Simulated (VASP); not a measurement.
```
CELL_PARAMETERS angstrom
      0.00000     2.66280     2.66280
      2.66280     0.00000     2.66280
      2.66280     2.66280     0.00000
ATOMIC_POSITIONS crystal
  Yb 0.00000 0.00000 0.00000
```

Level of theory: AM05 GGA, VASP's PBE PAW potentials (set 64) (plane waves; VASP 6.6.1). Numerical set-up: 520 eV cut-off, Gaussian smearing of 0.050 eV, potentials Yb_2.

The 4f electrons are frozen in the core of the lanthanide potential, so 4f levels, which can set the real gap, and their magnetism are missing.

Give the energies of bands 4 to 7 at the high-symmetry points, in eV from the valence-band maximum.

```json
[
 {"band": "4", "Γ": "-5.06", "X": "-1.07", "U": "-0.28", "L": "-1.73", "W": "-0.02"},
 {"band": "5", "Γ": "3.10", "X": "0.32", "U": "0.22", "L": "0.23", "W": "0.85"},
 {"band": "6", "Γ": "3.10", "X": "1.59", "U": "1.21", "L": "2.86", "W": "0.85"},
 {"band": "7", "Γ": "3.10", "X": "6.80", "U": "4.62", "L": "2.86", "W": "2.71"}
]
```

The gap is indirect, 0.02 eV, from the valence maximum at L-W at 0.71 to the conduction minimum at L-W at 0.64.

The compound is Yb in the fcc structure. It was relaxed first, which changed the volume by -8 %.
